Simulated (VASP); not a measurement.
Given:

```
Mo
1.0
   -1.57789     1.57789     1.57789
    1.57789    -1.57789     1.57789
    1.57789     1.57789    -1.57789
Mo
1
Direct
  0.00000   0.00000   0.00000
```

Level of theory: r2SCAN meta-GGA, VASP's PBE PAW potentials (set 64) (plane waves; VASP). Run with 520 eV cut-off, 16×16×16 Γ-centred mesh, first-order Methfessel-Paxton smearing of 0.10 eV, potentials Mo_sv.

### Question
What does the run give for the energy per atom (σ→0), band gap (on the k-mesh) with the smallest direct gap where there is one?

### Answer

The band gap (on the k-mesh) is none (metal, semimetal or under 0.01 eV) and the energy per atom (σ→0) is -26084 meV/atom.

Total energies compare only between runs with the same potentials, cut-off and functional.

The compound is Mo in the bcc structure. It was relaxed first.
